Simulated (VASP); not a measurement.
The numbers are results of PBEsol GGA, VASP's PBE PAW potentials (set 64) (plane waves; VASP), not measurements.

Input for VASP

### POSCAR
```
YBRh3
1
    4.1788200000     0.0000000000     0.0000000000
    0.0000000000     4.1788200000     0.0000000000
    0.0000000000     0.0000000000     4.1788200000
Y B Rh
1 1 3
Direct
 -0.0191340000  -0.0025760000  -0.0051510000
  0.5008180000   0.4874280000   0.4969940000
 -0.0057340000   0.5157970000   0.5026210000
  0.4842240000   0.0063110000   0.5091600000
  0.5398270000   0.4930400000  -0.0036240000
```

KPOINTS:
```
Automatic
0
Gamma
7 7 7
0 0 0
```

**INCAR**
```
SYSTEM = YBRh3
PREC = Accurate
ENCUT = 400
EDIFF = 1E-6
NELM = 100
ALGO = Normal
LREAL = .FALSE.
LASPH = .TRUE.
ISMEAR = 0
SIGMA = 0.136
GGA = PS
LMAXMIX = 4
LWAVE = .FALSE.
LCHARG = .FALSE.
ISIF = 2
```

POTCAR, in this order: Y_sv B Rh_pv (PBE.64 set). Program: vasp_std.

What VASP printed:

**OUTCAR**
```
 ion  position               nearest neighbor table
   1  0.981  0.997  0.995-   5 2.77   5 2.80   3 2.88   4 2.90   4 2.92   3 2.93   3 2.99   4 2.99
                             4 3.01   3 3.03   5 3.12   5 3.15
   2  0.501  0.487  0.497-   4 2.01   3 2.07   5 2.09   5 2.10   3 2.12   4 2.17
   3  0.994  0.516  0.503-   2 2.07   2 2.12   5 2.81   5 2.84   1 2.88   4 2.90   1 2.93   4 2.95
                             4 2.96   1 2.99   4 3.01   1 3.03   5 3.08   5 3.11
   4  0.484  0.006  0.509-   2 2.01   2 2.17   5 2.89   3 2.90   1 2.90   1 2.92   3 2.95   3 2.96
                             5 2.96   5 2.97   1 2.99   1 3.01   3 3.01   5 3.04
   5  0.540  0.493  0.996-   2 2.09   2 2.10   1 2.77   1 2.80   3 2.81   3 2.84   4 2.89   4 2.96
                             4 2.97   4 3.04   3 3.08   3 3.11   1 3.12   1 3.15
  LATTYP: Found a simple cubic cell.
 ALAT       =     4.1788200000
 Subroutine PRICEL returns:
 Original cell was already a primitive cell.
 Subroutine GETGRP returns: Found  1 space group operations
The static configuration has the point symmetry C_1 .
The dynamic configuration has the point symmetry C_1 .
 Subroutine INISYM returns: Found  1 space group operations
 Subroutine IBZKPT returns following result:
 Found    172 irreducible k-points:

 Following reciprocal coordinates:
            Coordinates               Weight
  0.000000  0.000000  0.000000      1.000000
  0.142857  0.000000  0.000000      2.000000
...
```

OSZICAR:
```
       N       E                     dE             d eps       ncg     rms          rms(c)
DAV:   1     0.555986060487E+03    0.55599E+03   -0.30936E+04 12288   0.151E+03
DAV:   2    -0.198774962540E+02   -0.57586E+03   -0.56489E+03 12798   0.483E+02
DAV:   3    -0.441472419531E+02   -0.24270E+02   -0.23709E+02 15207   0.927E+01
DAV:   4    -0.449942569146E+02   -0.84701E+00   -0.84489E+00 17084   0.138E+01
DAV:   5    -0.450075296801E+02   -0.13273E-01   -0.13267E-01 14584   0.164E+00    0.457E+01
DAV:   6    -0.423907437428E+02    0.26168E+01   -0.18347E+01 13338   0.259E+01    0.181E+01
DAV:   7    -0.421038844135E+02    0.28686E+00   -0.49314E+00 13960   0.135E+01    0.181E+01
DAV:   8    -0.419692990594E+02    0.13459E+00   -0.14397E+00 14299   0.902E+00    0.490E+00
DAV:   9    -0.419993849265E+02   -0.30086E-01   -0.10620E+00 12986   0.961E+00    0.228E+00
DAV:  10    -0.419256135400E+02    0.73771E-01   -0.30396E-01 12817   0.533E+00    0.468E-01
DAV:  11    -0.419260999151E+02   -0.48638E-03   -0.16563E-02 14275   0.925E-01    0.219E-01
DAV:  12    -0.419258246269E+02    0.27529E-03   -0.21836E-03 14656   0.541E-01    0.127E-01
DAV:  13    -0.419257438047E+02    0.80822E-04   -0.84026E-04 13276   0.327E-01    0.555E-02
DAV:  14    -0.419257236468E+02    0.20158E-04   -0.11593E-04 13156   0.128E-01    0.780E-03
DAV:  15    -0.419257239315E+02   -0.28475E-06   -0.59617E-06 13471   0.190E-02
   1 F= -.41925724E+02 E0= -.41907107E+02  d E =-.372333E-01
```

**OUTCAR**
```
------------------------ aborting loop because EDIFF is reached ----------------------------------------
  FORCE on cell =-STRESS in cart. coord.  units (eV):
  Direction    XX          YY          ZZ          XY          YZ          ZX
  --------------------------------------------------------------------------------------
  Total       -1.2364810     -1.0951446     -1.7095201      0.1121079      0.0557345     -0.0665757
  in kB      -27.1479506    -24.0447943    -37.5339094      2.4614205      1.2236968     -1.4617248
  external PRESSURE =     -29.5755514 kB  Pullay stress =       0.0000000 kB
  volume of cell :       72.97
      direct lattice vectors                 reciprocal lattice vectors
     4.178820000  0.000000000  0.000000000     0.239302004  0.000000000  0.000000000
     0.000000000  4.178820000  0.000000000     0.000000000  0.239302004  0.000000000
     0.000000000  0.000000000  4.178820000     0.000000000  0.000000000  0.239302004
 POSITION                                       TOTAL-FORCE (eV/Angst)
 -----------------------------------------------------------------------------------
      4.09886      4.16806      4.15729         0.891247      0.187095      0.293811
      2.09283      2.03687      2.07685        -0.368750      0.763120     -0.096416
      4.15486      2.15542      2.10036         0.662983     -0.384595     -0.122114
      2.02348      0.02637      2.12769         0.352874     -0.913460     -0.314110
      2.25584      2.06033      4.16368        -1.538354      0.347841      0.238830
 -----------------------------------------------------------------------------------
    total drift:                                0.000174      0.000025     -0.000218
  FREE ENERGIE OF THE ION-ELECTRON SYSTEM (eV)
  ---------------------------------------------------
  free  energy   TOTEN  =       -41.9257239315 eV

  energy  without entropy=      -41.8884905998  energy(sigma->0) =      -41.90710727
```
(Selected blocks of OUTCAR.)

### OUTCAR
```
 val. band max:        8.2310165221   @ k =  -0.4286   0.2857   0.2857

 cond. band min:       8.2354224223   @ k =  -0.2857   0.2857   0.1429


 Fermi energy:         8.2311885090

 k-point     1 :       0.0000    0.0000    0.0000
  band No.  band energies     occupation
      1     -38.1147      2.00000
      2     -38.0958      2.00000
      3     -38.0877      2.00000
      4     -37.6165      2.00000
      5     -37.6090      2.00000
      6     -37.6081      2.00000
      7     -37.6037      2.00000
      8     -37.6010      2.00000
      9     -37.5951      2.00000
     10     -33.2080      2.00000
     11     -13.2866      2.00000
     12     -13.2802      2.00000
     13     -13.2722      2.00000
     14      -1.7916      2.00000
     15       3.0304      2.00000
     16       3.8800      2.00000
     17       3.8959      2.00000
     18       3.9320      2.00000
     19       3.9815      2.00000
     20       4.0182      2.00000
     21       6.3324      2.00000
     22       6.3847      2.00000
     23       6.5011      2.00000
     24       6.5921      2.00000
     25       6.8762      2.00000
     26       7.4079      2.00000
     27       7.7699      2.00000
     28       7.8921      1.99958
     29       8.4727      0.01204
     30       8.4981      0.00551
     31       8.6403      0.00002
     32       8.6904      0.00000
     33      11.9545      0.00000
     34      12.0051      0.00000
     35      14.1476      0.00000

 k-point     2 :       0.1429    0.0000    0.0000
  band No.  band energies     occupation
      1     -38.1128      2.00000
      2     -38.0931      2.00000
      3     -38.0834      2.00000
      4     -37.6182      2.00000
      5     -37.6137      2.00000
      6     -37.6108      2.00000
      7     -37.6039      2.00000
      8     -37.6001      2.00000
      9     -37.5947      2.00000
     10     -33.2058      2.00000
     11     -13.3026      2.00000
     12     -13.2885      2.00000
     13     -13.2747      2.00000
...
```

At this cut-off the stress carries a Pulay error, which pulls relaxed volumes low.

The structure comes from a computed database's YBRh3 entry (Pm-3m); how it stands against other phases isn't given here. The cell was not relaxed at this level, atoms are displaced from their ideal sites. The electron count is odd and the run is not spin-polarised, which forces a metal.
